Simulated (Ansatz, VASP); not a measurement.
# As (ladder As chain): VASP beside Ansatz, part 2 of 2

Aim: how closely do two programs agree when they are given the same cell, functional and k mesh? The structure shown is the start of the Ansatz relaxation below; VASP solves that cell, so the two are compared at the walk's first step.

VASP 6.6.1 and Ansatz 0.2.0.

So far. Step 4 (Differences): The forces differ by 114 meV/Å r.m.s., which is 4.2 % of the r.m.s. force of 2.699 eV/Å (both taken over all components).

## (7) Differences

What differs besides the data sets and the points named for the pairs above, as far as they apply: the two LDA forms differ slightly; the data sets hold 30 valence electrons in Ansatz (on its default PAW (the set named soft_2) files) and 10 in VASP; VASP's log shows a relativistic correction to its local exchange, Ansatz's none. Total energies have different zeros and are not compared.

Forces (eV/Å; atoms numbered as in POSCAR):

```
atom        Ansatz x, y, z          VASP x, y, z
 As1  -3.809, 0.000, 0.000  -4.051, 0.000, 0.000
 As2   3.809, 0.000, 0.000   4.051, 0.000, 0.000
```

The forces differ by 140 meV/Å r.m.s., which is 6.0 % of the r.m.s. force of 2.339 eV/Å (both taken over all components). Moments aren't recorded for both runs of this pair, so they may hold unlike magnetic states.

## (8) Ansatz: relaxation, RPBE

The two programs are compared at the cell with which this relaxation starts, whose forces are those of its first step.

The structure compared here is the start of the Ansatz relaxation; VASP solves that cell, so the two are compared at the walk's first step.

The input, input.yaml:

```yaml
crystal:
  lattice:
    - [9.0, 0.0, 0.0]
    - [0.0, 7.5, 0.0]
    - [0.0, 0.0, 2.32883]
  atoms:
    - { symbol: As, position: [0.389462222, 0.5, 0.0], spin: 0.3 }
    - { symbol: As, position: [0.610537778, 0.5, 0.5], spin: 0.3 }
magnetization:
  spin_polarized: true
kpoints:
  mp_grid: { grid: [1, 1, 35] }
scf:
  occupations: { method: fermi_dirac, width: 0.05 }
hamiltonian:
  xc: rpbe
relax:
  cell: { fix: [a, b, alpha, beta, gamma] }
  max_steps: 60
```

On the command line:

```sh
$ ansatz run input.yaml --threads 4 --pin off --max-ram 8192MiB --backend cpu --events-out ev --progress --plain --runs-dir out
```

Numbers of over 12 decimals in the logs are rounded to 6 here.

Log:

```text
[...]
Crystal: 2 atoms, lattice volume = 157.196 Å³
Basis set: ecut = 420 eV, 3033 PW (Γ), exchange–correlation on 128×108×32 points (8 copies of the dense FFT grid, shifted against one another)
Bands: 20, of which v1, the nominal top of the filled ones, is band 15 counted from 1 (14 counted from 0)
Symmetry: 8 space group operations
[...]
-0.000000       0.232033       0.000000
       -0.000000       0.000000       0.036280
  P = ⅓ Tr σ = 0.0372 GPa (0.372 kbar)
--- Relaxed structure (7 steps of the walk, 7 accepted, 1 SCFs on fresh bases) ---
[...]
cell:  # Å, volume = 175.6268 Å³
    - [9.0, 0, 0]
    - [0, 7.5, 0]
    - [0, 0, 2.601879]
  atoms:
    - { symbol: As, position: [0.373763, 0.5, 0] }
    - { symbol: As, position: [0.626237, 0.5, 0.500000] }
[key lines of the parts left out:]
SCF converged after 6 iterations
Magnetization: -0.0000 μB (15.0000 up, 15.0000 down)
Free energy (F): -9722.538876 eV
Fermi energy:    -0.839430 eV
```

## (9) VASP: single point, RPBE, start cell

The same cell, functional, mesh and smearing now go to VASP, with its own data sets.

The input, INCAR:

```
SYSTEM = As
PREC = Accurate
ENCUT = 400
EDIFF = 1E-06
NELM = 200
ISMEAR = -1
SIGMA = 0.05
LREAL = .FALSE.
ALGO = Normal
GGA = RP
NBANDS = 12
ISPIN = 2
MAGMOM = -0 -0
LORBIT = 11
LWAVE = .FALSE.
LCHARG = .FALSE.
ISIF = 2
LASPH = .TRUE.
GGA_COMPAT = .FALSE.
KPAR = 2
```

The input, POSCAR:

```
As
1.0
    9.0000000000      0.0000000000      0.0000000000
    0.0000000000      7.5000000000      0.0000000000
    0.0000000000      0.0000000000      2.3288300000
As
2
Direct
    0.3894622222      0.5000000000      0.0000000000
    0.6105377778      0.5000000000      0.5000000000
```

The input, KPOINTS:

```
Automatic mesh
0
Gamma
1 1 35
0 0 0
```

PAW data sets: As (PBE family, release 64).

On the command line:

```sh
$ mpirun -np 2 vasp_std
```

Log:

```text
[banner, memory and clock lines left out]
running    2 mpi-ranks, on    1 nodes
[...]
|                                                                             |
|               ----> ADVICE to this user running VASP <----                  |
|                                                                             |
|     You enforced a specific xc type in the INCAR file but a different       |
|     [... a line on the potential file left out ...]
|     I HOPE YOU KNOW WHAT YOU ARE DOING!                                     |
|                                                                             |

 LDA part: xc-table for (Slater+PW92), standard interpolation
 POSCAR, INCAR and KPOINTS ok, starting setup
[...]
entering main loop
       N       E                     dE             d eps       ncg     rms          rms(c)
DAV:   1     0.511855173124E+02    0.51186E+02   -0.30794E+03   864   0.482E+02
DAV:   2    -0.207107384865E+01   -0.53257E+02   -0.44903E+02  1220   0.931E+01
DAV:   3    -0.594870583372E+01   -0.38776E+01   -0.38333E+01  1144   0.313E+01
DAV:   4    -0.601627598854E+01   -0.67570E-01   -0.66060E-01  1060   0.431E+00
[...]
DAV:  16    -0.586885265722E+01   -0.66857E-05   -0.40144E-06   904   0.130E-02    0.870E-04
DAV:  17    -0.586885405526E+01   -0.13980E-05   -0.42252E-06   880   0.133E-02    0.817E-04
DAV:  18    -0.586885428454E+01   -0.22927E-06   -0.12994E-06   892   0.728E-03
   1 F= -.58688543E+01 E0= -.58635043E+01  d E =-.107001E-01  mag=    -0.0000
```

Parts of OUTCAR (step 9):

```text
  Total        9.5698387      0.1911881     15.5998331      0.0000000      0.0000000      0.0000000
  in kB       97.5379538      1.9486323    158.9970167      0.0000000      0.0000000      0.0000000
  external PRESSURE =      86.1612009 kB  Pullay stress =       0.0000000 kB

 POSITION                                       TOTAL-FORCE (eV/Angst)
 -----------------------------------------------------------------------------------
      3.50516      3.75000      0.00000        -4.862327      0.000000      0.000000
      5.49484      3.75000      1.16441         4.862327      0.000000      0.000000
 -----------------------------------------------------------------------------------
    total drift:                               -0.000000     -0.000000     -0.000000

  FREE ENERGIE OF THE ION-ELECTRON SYSTEM (eV)
  ---------------------------------------------------
  free  energy   TOTEN  =        -5.8688542845 eV

  energy  without entropy=       -5.8581542200  energy(sigma->0) =       -5.86350425

[... 3 parts as in an earlier step ...]

[... 1 further part left out ...]
[key lines of the parts left out:]
E-fermi :  -1.5495
```

## (10) Side by side

What differs besides the data sets and the points named for the pairs above, as far as they apply: the data sets hold 30 valence electrons in Ansatz (on its default PAW (the set named soft_2) files) and 10 in VASP; Ansatz makes its cores anew for this functional, VASP keeps those of its PBE data sets. Total energies have different zeros and are not compared.

Forces (eV/Å; atoms numbered as in POSCAR):

```csv
atom,"Ansatz x, y, z","VASP x, y, z"
As1,"-4.680, 0.000, 0.000","-4.862, 0.000, 0.000"
As2,"4.680, 0.000, 0.000","4.862, 0.000, 0.000"
```

The forces differ by 105 meV/Å r.m.s., which is 3.7 % of the r.m.s. force of 2.807 eV/Å (both taken over all components). Moments aren't recorded for both runs of this pair, so they may hold unlike magnetic states.

## (11) Summary of results

| Item | Value |
| --- | --- |
| r.m.s. force difference (single point, PBE, start cell) | 4.2 % of the r.m.s. force |
| r.m.s. force difference (single point, LDA, start cell) | 6.0 % of the r.m.s. force |
| r.m.s. force difference (single point, RPBE, start cell) | 3.7 % of the r.m.s. force |

The r.m.s. force difference is 6.0 % of the r.m.s. force (single point, LDA, start cell), beyond the 3 % picked in this series as the mark of a large difference. The data sets hold unlike numbers of valence electrons (30 in Ansatz and 10 in VASP), so part of the differences comes from the potentials. What causes the difference of the single point, PBE, start cell pair stays open here. What causes the difference of the single point, LDA, start cell pair stays open here. What causes the difference of the single point, RPBE, start cell pair stays open here. 5 further runs of this series are not shown here. Such differences can come from data sets, numerical settings and the points named under the comparisons, not from the functional's error against experiment.

[Lines on the potential files, build, host, timing and source positions are cut from VASP's logs without a mark.]

[Logs are printed without paths, hosts, clocks, repeated set-up lines and the standing remarks that a program may print on its own settings, such as how far it seeks lower states.]

[Hosts, paths, dates, database ids (printed as entryN), source tags and the programs' standing remarks are cut or masked in the printed files.]
